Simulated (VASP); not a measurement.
VASP runs on Re (hcp) share one base input (PBE GGA, plane waves, VASP's PBE PAW potentials (set 64)) and change the settings named in each case.

File KPOINTS:
```
kpoints
0
gamma
 14 14 8
```

**POSCAR**
```
Re
8.920
  0.1547085202  -0.2679630045   0.0000000000
  0.1547085202   0.2679630045   0.0000000000
  0.0000000000   0.0000000000   0.5000000000
Re
2
Cart
  0.1547085202   0.0893211801   0.1250000000
  0.1547085202  -0.0893211801   0.3750000000
```

### INCAR
```
SYSTEM = Re
GGA = PE   # PBE
ALGO = Normal
ENCUT = 400   # plane-wave cut-off (eV)
EDIFF = 1E-6   # SCF stop (eV)
LCHARG = .False.
ISIF = 2
NELM = 100
SIGMA = 0.1   # width (eV)
LASPH = .True.   # aspherical one-centre terms
LWAVE = .False.
PREC = Accurate
LMAXMIX = 6
LREAL = .False.   # projection in real space or not
ISMEAR = 1   # Methfessel-Paxton
```

POTCAR, in this order: Re (PBE.64 set). Program: vasp_std.

| change | E(σ→0) (eV/atom) | pressure (GPa) | −TS (eV) | irreducible k-points |
|---|---|---|---|---|
| base run | -12.4223 | 5.73 | 0.0009 | 120 |
| KPOINTS 2×2×1 Γ-centred mesh | -12.5454 | 0.10 | 0.0043 | 2 |
| KPOINTS 5×5×3 Γ-centred mesh | -12.4413 | 3.47 | 0.0021 | 10 |
| KPOINTS 6×6×3 Γ-centred mesh | -12.4310 | 5.72 | -0.0075 | 14 |
| KPOINTS 11×11×6 Γ-centred mesh | -12.4186 | 5.53 | 0.0015 | 64 |
| KPOINTS 16×16×9 Γ-centred mesh | -12.4210 | 5.67 | -0.0002 | 150 |
| KPOINTS 20×20×11 Γ-centred mesh | -12.4212 | 5.66 | 0.0000 | 264 |
 Unless said otherwise, spin-orbit coupling is left out, though it shifts the bands of the heavy elements here.

Left out are runs that ran out of time, are held back, or changed the cell or the kind of run, fixed moments of cells without a moment, rows past the twelfth, gaps on odd meshes, pressures of charged cells and columns that move by less than the noise.

The compound is Re in the hcp structure. The cell was not relaxed at this level.
